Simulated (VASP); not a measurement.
Here is the system:

```yaml
crystal:
  lattice:
    - [0.00000, 2.05530, 2.05530]
    - [2.05530, 0.00000, 2.05530]
    - [2.05530, 2.05530, 0.00000]
  atoms:
    - { symbol: Li, position: [0.00000, 0.00000, 0.00000] }
    - { symbol: F, position: [0.50000, 0.50000, 0.50000] }
```

Level of theory: PBE GGA, VASP's PBE PAW potentials (set 64) (plane waves; VASP). Run with 520 eV cut-off, 10×10×10 Γ-centred mesh, Fermi-Dirac smearing of 0.10 eV, potentials Li_sv F.

**Question.** Estimate the energy per atom (σ→0), pressure, band gap (on the k-mesh) with the smallest direct gap where there is one.

**Answer.** 
- band gap (on the k-mesh) = 8.57 eV
- smallest direct gap (on the k-mesh) = 8.57 eV
- energy per atom (σ→0) = -4.819 eV/atom
- pressure = -2.43 GPa

The compound is LiF in the rock salt structure. The cell was not relaxed at this level. The run is one of a series of settings (ISMEAR = -1, SIGMA = 0.1 against the base run), some of them coarse on purpose.
